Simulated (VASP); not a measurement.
Crystal: MoI.

```
Mo I
1.0
     3.62326    0.00000    0.00000
     0.00000    3.62326    0.00000
     0.00000    0.00000    5.04208
Mo I
1 1
Direct
  0.50000 0.50000 0.50000
  0.00000 0.00000 0.50000
```

The cell was built by a generator and needn't be a form met in nature.

| Item | Value |
| --- | --- |
| Program | VASP 6.6.1 |
| Task | relaxation of cell and atoms |
| Functional | PBE |
| Dispersion | D4 |
| Potentials or basis | VASP PAW PBE potentials, release 64 (Mo_sv, I) |
| Cutoff | 600 eV |
| k mesh | 7 × 7 × 5 |
| Occupations | fermi-dirac, width 0.05 eV |
| Spin | no spin polarisation |

At the start: pressure 9.1 GPa; volume 33.10 Å³/atom.

Problem. How do energy, volume and symmetry change on relaxing?

Solution. Over 18 steps the energy falls by 883.7 meV/atom and the volume is 22.96 Å³/atom (-30.6 %); space group P4/mmm (No. 123, to 0.05 Å).

The path:
```tsv
step	energy change (eV)	largest force (eV/Å)	pressure (GPa)	volume (Å³)
1	0.0000	0.0000	9.13	66.19
2	0.1475	0.0000	-9.04	84.86
3	-0.4257	0.0000	-1.31	73.91
4	-0.4196	0.0000	-3.81	74.93
5	-0.4269	0.0000	-2.36	74.25
6	-0.4268	0.0000	-1.87	74.08
7	-0.5568	0.0000	-2.71	70.51
8	-1.0987	0.0000	-2.33	60.04
9	-0.7564	0.0000	27.63	38.72
10	-1.2326	0.0000	-5.80	56.89
11	-1.7443	0.0000	-3.53	47.85
12	-1.7358	0.0000	-1.46	46.18
13	-1.7477	0.0000	-2.82	47.25
14	-1.4067	0.0000	20.54	39.24
15	-1.7618	0.0000	-0.20	45.80
16	-1.7619	0.0000	-0.05	45.73
17	-1.7581	0.0000	0.14	46.17
18	-1.7673	0.0000	0.00	45.93
```

Final structure:
```
CELL_PARAMETERS angstrom
3.84435 0.00000 0.00000
0.00000 3.84435 0.00000
0.00000 0.00000 3.10777
ATOMIC_POSITIONS crystal
Mo 0.50000 0.50000 0.50000
I 0.00000 0.00000 0.50000
```

Caveat: the volume moved by over 15 % at a fixed basis, so the end points are rough; an odd number of electrons without spin polarisation forces a metal; a magnetic or distorted state may lie lower.
